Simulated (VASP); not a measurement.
# GeCN2 (R-3m) in VASP: a series of runs

One crystal, GeCN2, is run at these levels: PBE, LDA; tasks: evGW0 quasiparticle levels, G0W0 quasiparticle levels.

Everything below comes from runs of VASP 6.6.1. Logs are shortened: lines on timing, memory, paths and dates and some standing lists are left out, and cuts for length are marked.

## (1) The structure

The structure is trigonal, space group R-3m (No. 166). Conventional cell: a = 3.588 Å, b = 3.588 Å, c = 14.766 Å, α = 90.00°, β = 90.00°, γ = 120.00°. Ge (site symmetry -3m) is surrounded by 6 N at 2.40 Å. N (site symmetry 3m) is surrounded by 1 C at 1.24 Å. Around C (site symmetry -3m) lie 2 N at 1.24 Å.

The cell comes from a database or a generator and needn't be the stable form of this composition.

## (2) EvGW0 quasiparticle levels, PBE

Input file POSCAR:

```
GeCN2
1.0
    1.7937903697      1.0356453528      4.9219572124
   -1.7937903697      1.0356453528      4.9219572124
    0.0000000000     -2.0712907056      4.9219572124
Ge N C
1 2 1
Direct
    0.0000000000      0.0000000000      0.0000000000
    0.5839044000      0.5839044000      0.5839044000
    0.4160956000      0.4160956000      0.4160956000
    0.5000000000      0.5000000000      0.5000000000
```

Input file INCAR.step1:

```
SYSTEM = GeCN2
ALGO = Fast
EDIFF = 1E-8
ENCUT = 500
GGA = PE
ISMEAR = 0
KPAR = 4
LASPH = .TRUE.
LCHARG = .FALSE.
LREAL = .FALSE.
LWAVE = .TRUE.
NELM = 100
PREC = Accurate
SIGMA = 0.01
```

Input file INCAR.step2:

```
SYSTEM = GeCN2
ALGO = Exact
EDIFF = 1E-8
ENCUT = 500
GGA = PE
ISMEAR = 0
ISTART = 1
KPAR = 4
LASPH = .TRUE.
LCHARG = .FALSE.
LOPTICS = .TRUE.
LREAL = .FALSE.
LWAVE = .TRUE.
NBANDS = 242
NELM = 1
PREC = Accurate
SIGMA = 0.01
```

Input file INCAR.step3:

```
SYSTEM = GeCN2
ALGO = EVGW0
EDIFF = 1E-8
ENCUT = 500
ENCUTGW = 150
GGA = PE
ISMEAR = 0
ISTART = 1
KPAR = 4
LASPH = .TRUE.
LCHARG = .FALSE.
LREAL = .FALSE.
LWAVE = .FALSE.
NBANDS = 242
NBANDSGW = 22
NELMGW = 4
NOMEGA = 50
PREC = Accurate
PRECFOCK = Fast
SIGMA = 0.01
```

Input file KPOINTS:

```
k-points
0
G
  4 4 4
  0 0 0
```

Potentials or basis: VASP PAW PBE potentials, release 64 (Ge_d_GW, N_GW, C_GW).

The run is started by

```
cat potpaw_PBE.64/Ge_d_GW/POTCAR potpaw_PBE.64/N_GW/POTCAR potpaw_PBE.64/C_GW/POTCAR > POTCAR
cp INCAR.step1 INCAR
mpirun -np 4 vasp_std > vasp.out
cp INCAR.step2 INCAR
mpirun -np 4 vasp_std > vasp.out
cp INCAR.step3 INCAR
mpirun -np 4 vasp_std > vasp.out
```

OUTCAR:

```text
SYSTEM = GeCN2
   EDIFF = 1E-8
   ENCUT = 500
   ENCUTGW = 150
   GGA = PE
   ISMEAR = 0
   ISTART = 1
   LASPH = .TRUE.
   LREAL = .FALSE.
   NELMGW = 4
   PREC = Accurate
   PRECFOCK = Fast

 ion  position               nearest neighbor table
   1  0.000  0.000  0.000-   2 2.40   3 2.40   2 2.40   2 2.40   3 2.40   3 2.40
   2  0.584  0.584  0.584-   4 1.24   1 2.40   1 2.40   1 2.40
   3  0.416  0.416  0.416-   4 1.24   1 2.40   1 2.40   1 2.40
   4  0.500  0.500  0.500-   2 1.24   3 1.24

  LATTYP: Found a trigonal (rhomboedric) cell.
 ALAT       =     5.3400288377
 COS(alpha) =     0.7743235887

  Lattice vectors:

 A1 = (   1.7937903697,   1.0356453528,   4.9219572124)
 A2 = (  -1.7937903697,   1.0356453528,   4.9219572124)
 A3 = (   0.0000000000,  -2.0712907056,   4.9219572124)

Analysis of symmetry for initial positions (statically):
=====================================================================
 Subroutine PRICEL returns:
 Original cell was already a primitive cell.

 Routine SETGRP: Setting up the symmetry group for a
 trigonal (rhombohedral) supercell.

 Subroutine GETGRP returns: Found 12 space group operations
 (whereof 12 operations were pure point group operations)
 out of a pool of 12 trial point group operations.

The static configuration has the point symmetry D_3d.

Analysis of symmetry for dynamics (positions and initial velocities):
=====================================================================
 Subroutine PRICEL returns:
 Original cell was already a primitive cell.

 Routine SETGRP: Setting up the symmetry group for a
 trigonal (rhombohedral) supercell.

 Subroutine GETGRP returns: Found 12 space group operations
 (whereof 12 operations were pure point group operations)
 out of a pool of 12 trial point group operations.

The dynamic configuration has the point symmetry D_3d.

 Subroutine INISYM returns: Found 12 space group operations
 (whereof 12 operations are pure point group operations),
 and found     1 'primitive' translations

----------------------------------------------------------------------------------------

                                     Primitive cell

  volume of cell :      54.8620

  direct lattice vectors                    reciprocal lattice vectors
     1.793790370  1.035645353  4.921957212     0.278739371  0.160930251  0.067723737
    -1.793790370  1.035645353  4.921957212    -0.278739371  0.160930251  0.067723737
     0.000000000 -2.071290706  4.921957212     0.000000000 -0.321860502  0.067723737

  length of vectors
     5.340028838  5.340028838  5.340028838     0.328908327  0.328908327  0.328908327

  position of ions in fractional coordinates (direct lattice)
     0.000000000  0.000000000  0.000000000
     0.583904400  0.583904400  0.583904400
     0.416095600  0.416095600  0.416095600
     0.500000000  0.500000000  0.500000000

  ion indices of the primitive-cell ions
   primitive index   ion index
                 1           1
                 2           2
                 3           3
                 4           4

----------------------------------------------------------------------------------------

 KPOINTS: k-points

Automatic generation of k-mesh.
 Grid dimensions read from file:
 generate k-points for:    4    4    4

 Generating k-lattice:

  Cartesian coordinates                     Fractional coordinates (reciprocal lattice)
     0.069684843  0.040232563  0.016930934     0.250000000  0.000000000  0.000000000
    -0.069684843  0.040232563  0.016930934     0.000000000  0.250000000  0.000000000
     0.000000000 -0.080465126  0.016930934     0.000000000  0.000000000  0.250000000

  Length of vectors
     0.082227082  0.082227082  0.082227082

  Shift w.r.t. Gamma in fractional coordinates (k-lattice)
     0.000000000  0.000000000  0.000000000

 Subroutine IBZKPT returns following result:
 ===========================================

 Found     13 irreducible k-points:

 Following reciprocal coordinates:
            Coordinates               Weight
  0.000000  0.000000  0.000000      1.000000
  0.250000 -0.000000 -0.000000      6.000000
  0.500000 -0.000000 -0.000000      3.000000
  0.250000  0.250000 -0.000000      6.000000
  0.500000  0.250000 -0.000000     12.000000
 -0.250000  0.250000  0.000000      6.000000
  0.500000  0.500000 -0.000000      3.000000
  0.250000  0.250000  0.250000      2.000000
  0.500000  0.250000  0.250000      6.000000
 -0.250000  0.250000  0.250000      6.000000
  0.500000  0.500000  0.250000      6.000000
 -0.250000  0.500000  0.250000      6.000000
  0.500000  0.500000  0.500000      1.000000
   k-points           NKPTS =     13   k-points in BZ     NKDIM =     64   number of bands    NBANDS=    242
   number of dos      NEDOS =    301   number of ions     NIONS =      4
   total plane-waves  NPLWV =  64000
   dimension x,y,z NGX =    40 NGY =   40 NGZ =   40
   dimension x,y,z NGXF=    80 NGYF=   80 NGZF=   80
   ions per type =               1   2   1
   NGX,Y,Z   is equivalent  to a cutoff of  12.45, 12.45, 12.45 a.u.
   NGXF,Y,Z  is equivalent  to a cutoff of  24.91, 24.91, 24.91 a.u.
 SYSTEM =  GeCN2
   PREC   = accura    normal or accurate (medium, high low for compatibility)
   ISTART =      1    job   : 0-new  1-cont  2-samecut
   ICHARG =      0    charge: 1-file 2-atom 10-const
   ISPIN  =      1    spin polarized calculation?
   LNONCOLLINEAR =      F non collinear calculations
   LSORBIT =      F    spin-orbit coupling
   LASPH  =      T    aspherical Exc in radial PAW
   ENCUT  =  500.0 eV  36.75 Ry    6.06 a.u.   9.74  9.74  9.74*2*pi/ulx,y,z
   NELM   =     60;   NELMIN=  2; NELMDL=  0     # of ELM steps
   EDIFF  = 0.1E-07   stopping-criterion for ELM
   LREAL  =      F    real-space projection
   EDIFFG = 0.1E-06   stopping-criterion for IOM
   NSW    =      0    number of steps for IOM
   IBRION =     -1    ionic relax: 0-MD 1-quasi-New 2-CG
   NFREE  =      0    steps in history (QN), initial steepest desc. (CG)
   ISIF   =      0    stress and relaxation
   ISYM   =      3    0-nonsym 1-usesym 2-fastsym
   POTIM  = 0.5000    time-step for ionic-motion
   TEBEG  =    0.0;   TEEND  =   0.0 temperature during run
   PSTRESS=    0.0 pullay stress
   NELECT =      28.0000    total number of electrons
   NUPDOWN=      -1.0000    fix difference up-down
   EMIN   =  10.00;   EMAX   =-10.00  energy-range for DOS
   EFERMI =   0.00;   METHOD = LEGACY
   ISMEAR =     0;   SIGMA  =   0.01  broadening in eV -4-tet -1-fermi 0-gaus
   EFERMI_NEDOS =   21; number of points for ismear=-14 and -15
   IALGO  =     38    algorithm
   IMIX   =      4    mixing-type and parameters
     AMIX     =   0.40;   BMIX     =  1.00
     AMIX_MAG =   1.60;   BMIX_MAG =  1.00
  volume/ion in A,a.u.               =      13.72        92.56
  Fermi-wavevector in a.u.,A,eV,Ry     =   1.308289  2.472307 23.287992  1.711619
  Thomas-Fermi vector in A             =   2.438966
   LORBIT       =      0    0 simple, 1 ext, 2 COOP (PROOUT), +10 PAW based schemes
   GGA     = PE    functional components
   LHFCALC =     T    Hartree Fock is set to
   PRECFOCK=fast      Normal, Fast or Accurate (Low or Medium for compatibility)
   ENCUT4O =  -1.0   cutoff for four orbital integrals eV
   NKREDX  =     1    reduce k-point grid by
   NKREDY  =     1    reduce k-point grid by
   NKREDZ  =     1    reduce k-point grid by
   AEXX    =    1.0000 exact exchange contribution
   HFSCREEN=    0.0000 screening length (either q_TF or 0.3 A-1)
   HFSCREENC=   0.0000 screening length for correlation (either q_TF or 0.3 A-1)
   ENCUTFOCK=  -1.0 apply spherical cutoff to Coloumb kernel
   IVDW    =     0    specifies the selected vdW correction
   LEPSILON=     F    determine dielectric tensor
   LRPA    =     F    only Hartree local field effects (RPA)
   LRPAFORCE           =     F    calculate RPA forces
   ENCUTGW             = 150.0    cutoff for response function in eV
   ENCUTGWSOFT         = 120.0    soft cutoff for Coulomb kernel in GW response function in eV
   ENCUTLF             =  -1.0    cutoff for local field effects
   NELMGW              =     4    number of iterations in solving QP/BSE equation
   NELMHF              =     1    number of iterations in the inner HF iteration
   NKREDLFX            =     1    NKREDLFY  =   1   NKREDLFZ  =   1
 non-spin polarized calculation
 Gauss-broadening in eV      SIGMA  =   0.01
  energy-cutoff  :      500.00
  volume of cell :       54.86
 maximum number of plane-waves:      1422
 NGX is ok and might be reduce to    40
  NGX = 24; NGY = 24; NGZ = 24
   NGX = 19   NGY = 19   NGZ = 19
 maximum number of plane-waves:       243
 NGX is ok and might be reduce to    24

 QP shifts <psi_nk| G(iteration)W_0 |psi_nk>: iteration 1
 for sc-GW calculations column KS-energies equals QP-energies in previous step
 and V_xc(KS)=  KS-energies - (<T + V_ion + V_H > + <T+V_H+V_ion>^1  + <V_x>^1)

 k-point   1 :       0.0000    0.0000    0.0000
  band No.  KS-energies  QP-energies   sigma(KS)   V_xc(KS)     V^pw_x(r,r')   Z            occupation Imag(sigma)

      1     -22.1216     -25.7109     -28.4751     -23.1060     -38.0885       0.6685       2.0000       0.3029
      2     -22.1176     -25.7520     -28.5114     -23.1153     -38.1317       0.6735       2.0000       0.3066
      3     -22.1176     -25.7520     -28.5114     -23.1153     -38.1317       0.6735       2.0000       0.3066
      4     -22.1077     -25.7660     -28.5249     -23.1321     -38.1599       0.6784       2.0000       0.3098
      5     -22.1077     -25.7660     -28.5249     -23.1321     -38.1599       0.6784       2.0000       0.3098
      6     -16.5799     -17.6939     -18.4907     -16.8084     -27.1563       0.6622       2.0000       1.5510
[... 326 lines left out ...]
     21      12.9044      13.0372      -9.3582      -9.5313      -4.0614       0.7669       0.0000      -0.3604
     22      14.8090      14.7093      -7.8240      -7.6957      -2.6143       0.7769       0.0000      -0.3863

 QP shifts <psi_nk| G(iteration)W_0 |psi_nk>: iteration 2

 k-point   1 :       0.0000    0.0000    0.0000
  band No. old QP-enery  QP-energies   sigma(KS)   T+V_ion+V_H  V^pw_x(r,r')   Z            occupation Imag(sigma)

      1     -25.7109     -26.9159     -28.4702       0.9844     -38.0885       0.6789       2.0000       0.2988
      2     -25.7520     -26.9293     -28.4970       0.9977     -38.1317       0.6738       2.0000       0.3073
      3     -25.7520     -26.9293     -28.4970       0.9977     -38.1317       0.6738       2.0000       0.3073
      4     -25.7660     -26.9098     -28.4991       1.0244     -38.1599       0.6694       2.0000       0.3154
      5     -25.7660     -26.9098     -28.4991       1.0244     -38.1599       0.6694       2.0000       0.3154
      6     -17.6939     -18.0421     -18.4461       0.2284     -27.1563       0.6647       2.0000       1.6351
[... 326 lines left out ...]
     21      13.0372      13.0723      -9.3528      22.4358      -4.0614       0.7664       0.0000      -0.3439
     22      14.7093      14.7162      -7.7864      22.5046      -2.6143       0.7774       0.0000      -0.3540

 QP shifts <psi_nk| G(iteration)W_0 |psi_nk>: iteration 3

 k-point   1 :       0.0000    0.0000    0.0000
  band No. old QP-enery  QP-energies   sigma(KS)   T+V_ion+V_H  V^pw_x(r,r')   Z            occupation Imag(sigma)

      1     -26.9159     -27.2889     -28.4551       0.9844     -38.0885       0.6724       2.0000       0.3011
      2     -26.9293     -27.3078     -28.4894       0.9977     -38.1317       0.6730       2.0000       0.3087
      3     -26.9293     -27.3078     -28.4894       0.9977     -38.1317       0.6730       2.0000       0.3087
      4     -26.9098     -27.2960     -28.5040       1.0244     -38.1599       0.6779       2.0000       0.3152
      5     -26.9098     -27.2960     -28.5040       1.0244     -38.1599       0.6779       2.0000       0.3152
      6     -18.0421     -18.1470     -18.4280       0.2284     -27.1563       0.6663       2.0000       1.6671
[... 326 lines left out ...]
     21      13.0723      13.0795      -9.3541      22.4358      -4.0614       0.7653       0.0000      -0.3417
     22      14.7162      14.7196      -7.7841      22.5046      -2.6143       0.7779       0.0000      -0.3503

 QP shifts <psi_nk| G(iteration)W_0 |psi_nk>: iteration 4

 k-point   1 :       0.0000    0.0000    0.0000
  band No. old QP-enery  QP-energies   sigma(KS)   T+V_ion+V_H  V^pw_x(r,r')   Z            occupation Imag(sigma)

      1     -27.2889     -27.4125     -28.4556       0.9844     -38.0885       0.6778       2.0000       0.3012
      2     -27.3078     -27.4303     -28.4880       0.9977     -38.1317       0.6712       2.0000       0.3089
      3     -27.3078     -27.4303     -28.4880       0.9977     -38.1317       0.6712       2.0000       0.3089
      4     -27.2960     -27.4169     -28.4998       1.0244     -38.1599       0.6740       2.0000       0.3161
      5     -27.2960     -27.4169     -28.4998       1.0244     -38.1599       0.6740       2.0000       0.3161
      6     -18.1470     -18.1784     -18.4225       0.2284     -27.1563       0.6665       2.0000       1.6778
[... 326 lines left out ...]
     21      13.0795      13.0807      -9.3546      22.4358      -4.0614       0.7654       0.0000      -0.3416
     22      14.7196      14.7203      -7.7842      22.5046      -2.6143       0.7779       0.0000      -0.3499
```

Run time: 15 min. Hardware: 4 MPI ranks of Intel Xeon Platinum 8559C (Emerald Rapids), shared host; peak memory 0.82 GiB.

What came out:

```yaml
Band_gap_on_the_k_mesh_mean-field_level: 1.05 eV, indirect (least direct gap 2.04 eV)
Quasiparticle_gap: 1.43 eV
Least_direct_quasiparticle_gap: 2.58 eV
```

Quasiparticle gap after each update of the energies (eV): 1.35, 1.41, 1.42, 1.43

Caveat: the k mesh is coarse (spacing up to 0.52 Å⁻¹), so the values aren't converged; bands, screening cutoff and mesh are small and nothing is extrapolated, so the quasiparticle values aren't converged; the standard files for N, O and F lose accuracy on very short bonds.

[end of part 1 of 2]
